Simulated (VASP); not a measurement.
Consider the following.

```xyz
1
Lattice="0.0000 1.9210 1.9210 1.9210 0.0000 1.9210 1.9210 1.9210 0.0000" Properties=species:S:1:pos:R:3 pbc="T T T"
Ir     0.0000     0.0000     0.0000
```

Method: PBE GGA with D3 dispersion (Becke-Johnson damping), VASP's PBE PAW potentials (set 64) (plane waves; VASP). Numerical set-up: 520 eV cut-off, Gaussian smearing of 0.050 eV, potentials Ir.

Task: Give the energies of bands 1 to 6 at the high-symmetry points, in eV from the Fermi level.

Result: 
```
band       Γ      X      U      L      W
----  ------  -----  -----  -----  -----
1     -11.09  -7.88  -6.92  -8.07  -6.23
2      -3.87  -7.31  -5.96  -3.97  -4.85
3      -3.87   0.87  -2.87  -3.97  -4.85
4      -3.87   1.48  -0.88  -0.75  -1.78
5      -1.19   1.48   0.61   0.90   1.48
6      -1.19   1.71   6.35   0.90   8.20
```

It has no gap at this level: it comes out as a metal or semimetal.

The compound is Ir in the fcc structure. It was relaxed first.
